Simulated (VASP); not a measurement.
Output of a VASP run:

File OSZICAR:
```
       N       E                     dE             d eps       ncg     rms          rms(c)
DAV:   1     0.958826279730E+02    0.95883E+02   -0.82636E+03  2656   0.119E+03
DAV:   2    -0.649159551892E+01   -0.10237E+03   -0.97745E+02  2745   0.341E+02
DAV:   3    -0.774551146428E+01   -0.12539E+01   -0.12492E+01  3042   0.433E+01
DAV:   4    -0.775332308250E+01   -0.78116E-02   -0.78109E-02  2873   0.354E+00
DAV:   5    -0.775344868253E+01   -0.12560E-03   -0.12560E-03  3006   0.417E-01    0.878E+00
DAV:   6    -0.739172396916E+01    0.36172E+00   -0.35430E+00  2721   0.274E+01    0.313E+00
DAV:   7    -0.729363465068E+01    0.98089E-01   -0.11643E+00  2706   0.160E+01    0.171E+00
DAV:   8    -0.725774113608E+01    0.35894E-01   -0.35396E-01  2730   0.880E+00    0.841E-01
DAV:   9    -0.724750524408E+01    0.10236E-01   -0.10762E-01  2748   0.489E+00    0.478E-01
DAV:  10    -0.724435189926E+01    0.31533E-02   -0.31625E-02  2799   0.264E+00    0.253E-01
DAV:  11    -0.724345417772E+01    0.89772E-03   -0.94686E-03  2751   0.145E+00    0.140E-01
DAV:  12    -0.724317116391E+01    0.28301E-03   -0.27927E-03  2829   0.784E-01    0.754E-02
DAV:  13    -0.724309594691E+01    0.75217E-04   -0.83169E-04  2790   0.429E-01    0.414E-02
DAV:  14    -0.724306903498E+01    0.26912E-04   -0.24602E-04  2874   0.233E-01    0.224E-02
DAV:  15    -0.724306356681E+01    0.54682E-05   -0.73117E-05  2868   0.127E-01    0.122E-02
DAV:  16    -0.724306058405E+01    0.29828E-05   -0.21659E-05  2838   0.691E-02    0.666E-03
DAV:  17    -0.724306044300E+01    0.14105E-06   -0.64303E-06  2712   0.377E-02
   1 F= -.72430604E+01 E0= -.72430277E+01  d E =-.983616E-04
```

**OUTCAR**
```
------------------------ aborting loop because EDIFF is reached ----------------------------------------
  FORCE on cell =-STRESS in cart. coord.  units (eV):
  Direction    XX          YY          ZZ          XY          YZ          ZX
  --------------------------------------------------------------------------------------
  Total       -0.8983094     -0.8983094     -0.8983094     -0.0000000     -0.0000000      0.0000000
  in kB      -98.8656069    -98.8656069    -98.8656069     -0.0000000     -0.0000000      0.0000000
  external PRESSURE =     -98.8656069 kB  Pullay stress =       0.0000000 kB
  volume of cell :       14.56
      direct lattice vectors                 reciprocal lattice vectors
     0.000000000  1.938000000  1.938000000    -0.257997936  0.257997936  0.257997936
     1.938000000  0.000000000  1.938000000     0.257997936 -0.257997936  0.257997936
     1.938000000  1.938000000  0.000000000     0.257997936  0.257997936 -0.257997936
 POSITION                                       TOTAL-FORCE (eV/Angst)
 -----------------------------------------------------------------------------------
      0.00000      0.00000      0.00000        -0.000000     -0.000000     -0.000000
 -----------------------------------------------------------------------------------
    total drift:                               -0.000000     -0.000000     -0.000000
  FREE ENERGIE OF THE ION-ELECTRON SYSTEM (eV)
  ---------------------------------------------------
  free  energy   TOTEN  =        -7.2430604430 eV

  energy  without entropy=       -7.2429620814  energy(sigma->0) =       -7.24302766
```
(Selected blocks of OUTCAR.)

POSCAR:
```
Rh
1
    0.0000000000     1.9380000000     1.9380000000
    1.9380000000     0.0000000000     1.9380000000
    1.9380000000     1.9380000000     0.0000000000
Rh
1
Direct
  0.0000000000   0.0000000000   0.0000000000
```

### Question
Reconstruct the remaining input files.

### Answer
This is not unique; one that fits is the input of the run itself, PBE GGA, plane waves, VASP's PBE PAW potentials (set 64).

File KPOINTS:
```
K-points
0
G
  15 15 15
0 0 0
```

**INCAR**
```
# general
SYSTEM   =  Rh
PREC     =  Accurate
ENCUT    =  400
LREAL    =  F
LASPH    =  T

# electronic loop
EDIFF    =  1E-6
NELM     =  100
ALGO     =  Normal
IMIX     =  1
AMIX     =  0.6
BMIX     =  0.0001
LMAXMIX  =  4

# smearing
ISMEAR   =  1
SIGMA    =  0.1

# functional
GGA      =  PE

# ions
ISIF     =  2

# output
LWAVE    =  F
LCHARG   =  F
```

POTCAR, in this order: Rh_pv (PBE.64 set). Program: vasp_std.

The compound is Rh in the fcc structure. The cell was not relaxed at this level. The run is one of a series of settings (AMIX = 0.6, BMIX = 0.0001, IMIX = 1 against the base run), some of them coarse on purpose.
